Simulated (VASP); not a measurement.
Input:

```
RuS
1.0
    2.94575     0.00000     0.00000
    0.00000     2.94575     0.00000
    0.00000     0.00000     2.94575
Ru S
1 1
Direct
  0.00000   0.00000   0.00000
  0.50000   0.50000   0.50000
```

Method: PBEsol GGA, VASP's PBE PAW potentials (set 64) (plane waves; VASP). Numerical set-up: 400 eV cut-off, 14×14×14 Γ-centred mesh, tetrahedra with Blöchl corrections, potentials Ru_pv S.

Q: Tabulate the total density of states (states/eV per cell) against energy (eV; zero at the valence-band maximum or, without a gap, the Fermi level).

A: 
(E (eV), DOS (states/eV)): (-9.98, 0.00); (-9.62, 0.10); (-9.26, 0.23); (-8.90, 0.35); (-8.66, 0.47); (-8.30, 1.07); (-7.94, 1.68); (-7.58, 1.35); (-7.22, 1.01); (-6.86, 1.07); (-6.50, 1.02); (-6.14, 0.93); (-5.90, 0.82); (-5.54, 0.90); (-5.18, 0.89); (-4.82, 0.73); (-4.46, 1.29); (-4.10, 2.39); (-3.74, 2.05); (-3.38, 1.94); (-3.14, 1.29); (-2.78, 0.51); (-2.42, 0.89); (-2.06, 2.76); (-1.70, 1.92); (-1.34, 1.46); (-0.98, 1.57); (-0.62, 1.40); (-0.38, 1.57); (-0.02, 1.77); (0.34, 2.67); (0.70, 1.36); (1.06, 0.94); (1.42, 0.91); (1.78, 1.36); (2.14, 1.16); (2.38, 1.09); (2.74, 1.10); (3.10, 0.08); (3.46, 0.03)
Within 2 eV below the Fermi level the largest weight inside VASP's projection spheres is Ru d.

The structure was generated: RuS was put into the CsCl type type (Pm-3m), which need not be its known phase. It was relaxed first, which changed the volume by -26 %.
